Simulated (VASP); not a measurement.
Consider the following.

```
CELL_PARAMETERS angstrom
      3.51221     0.00000     0.00000
      0.00000     3.51221     0.00000
      0.00000     0.00000     3.51221
ATOMIC_POSITIONS crystal
  Fe 0.00000 0.00000 0.00000
  Ni 0.00000 0.50000 0.50000
  Ni 0.50000 0.00000 0.50000
  Ni 0.50000 0.50000 0.00000
```
Starting moments (μB, in the order of the record's atoms Fe Ni Ni Ni): 2.8 0.6 0.6 0.6.

Level of theory: optB86b-vdW, VASP's PBE PAW potentials (set 64) (plane waves; VASP). Settings: 520 eV cut-off, 9×9×9 Γ-centred mesh, first-order Methfessel-Paxton smearing of 0.10 eV, potentials Fe Ni.

Problem. What does the run give for the cell moment, energy per atom (σ→0), band gap (on the k-mesh) with the smallest direct gap where there is one?

Solution. 
```yaml
band gap (on the k-mesh): none (metal, semimetal or under 0.01 eV)
cell_moment: 4.50 μB
energy per atom (σ→0): -3.733 eV/atom
```

Problem. Give the moment on each site (PAW-sphere projection).

Solution. 
```
site  moment (μB)
----  -----------
Fe1          2.81
Ni2          0.56
Ni3          0.56
Ni4          0.56
```

Total energies compare only between runs with the same potentials, cut-off and functional.

The compound is Ni3Fe in the L1_2 structure. It was relaxed first.
